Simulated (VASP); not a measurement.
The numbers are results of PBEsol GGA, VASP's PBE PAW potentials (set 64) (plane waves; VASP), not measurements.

VASP ran on this input.

KPOINTS_OPT:
```
k-points along high-symmetry lines
6
Line-mode
Reciprocal
  0.000000   0.000000   0.000000 ! GAMMA
  0.500000   0.000000   0.000000 ! M

  0.500000   0.000000   0.000000 ! M
  0.333333   0.333333   0.000000 ! K

  0.333333   0.333333   0.000000 ! K
  0.000000   0.000000   0.000000 ! GAMMA

  0.000000   0.000000   0.000000 ! GAMMA
  0.000000   0.000000   0.500000 ! A

  0.000000   0.000000   0.500000 ! A
  0.500000   0.000000   0.500000 ! L

  0.500000   0.000000   0.500000 ! L
  0.333333   0.333333   0.500000 ! H

  0.333333   0.333333   0.500000 ! H
  0.000000   0.000000   0.500000 ! A

  0.500000   0.000000   0.500000 ! L
  0.500000   0.000000   0.000000 ! M

  0.333333   0.333333   0.500000 ! H
  0.333333   0.333333   0.000000 ! K
```

### POSCAR
```
Fe2Si
1
    3.8999400000     0.0000000000     0.0000000000
   -1.9499700000     3.3774470000     0.0000000000
    0.0000000000     0.0000000000     4.8174400000
Fe Si
4 2
Direct
  0.3333330000   0.6666670000   0.6790700000
  0.6666670000   0.3333330000   0.3209300000
  0.0000000000   0.0000000000   0.5000000000
  0.0000000000   0.0000000000   0.0000000000
  0.6666670000   0.3333330000   0.8188200000
  0.3333330000   0.6666670000   0.1811800000
```

File KPOINTS:
```
Automatic mesh
0
Gamma
5 5 4
0 0 0
```

### INCAR
```
ALGO=Normal
EDIFF=1E-6
ENCUT=300
GGA=PS
ISIF=2
ISMEAR=-1
ISPIN=2
LASPH=.TRUE.
LCHARG=.FALSE.
LMAXMIX=4
LORBIT=11
LREAL=.FALSE.
LWAVE=.FALSE.
NELM=100
PREC=Accurate
SIGMA=0.05
SYSTEM=Fe2Si
```

POTCAR, in this order: Fe Si (PBE.64 set). Program: vasp_std. The INCAR's line for the spin-polarised start is left out here.

At this cut-off the stress carries a Pulay error, which pulls relaxed volumes low. The run has a spin-polarised start.

Problem. What does the run give for the energy per atom (σ→0), cell moment, pressure, largest force, band gap (over mesh and band path)?

Solution. 
```yaml
energy per atom (σ→0): -8.347 eV/atom
cell_moment: 4.11 μB
band gap (over mesh and band path): none (metal, semimetal or under 0.01 eV)
pressure: -3.85 GPa
largest_force: 0.066 eV/Å
```

### OSZICAR
```
...
DAV:  16    -0.500935865984E+02    0.15129E-05   -0.59585E-05  2960   0.769E-02    0.349E-02
DAV:  17    -0.500935906644E+02   -0.40660E-05   -0.13879E-05  2784   0.544E-02    0.169E-02
DAV:  18    -0.500935912010E+02   -0.53663E-06   -0.20347E-06  1648   0.214E-02
   1 F= -.50093591E+02 E0= -.50080941E+02  d E =-.253012E-01  mag=     4.1062
       N       E                     dE             ncg
       N       E                     dE             ncg
       N       E                     dE             ncg
       N       E                     dE             ncg
```

The structure comes from a computed database's Fe2Si entry; how it stands against other phases isn't given here. The cell was not relaxed at this level. The k-mesh is coarse (spacing up to 0.37 per Å, 2π included), so the numbers may not be converged in it.
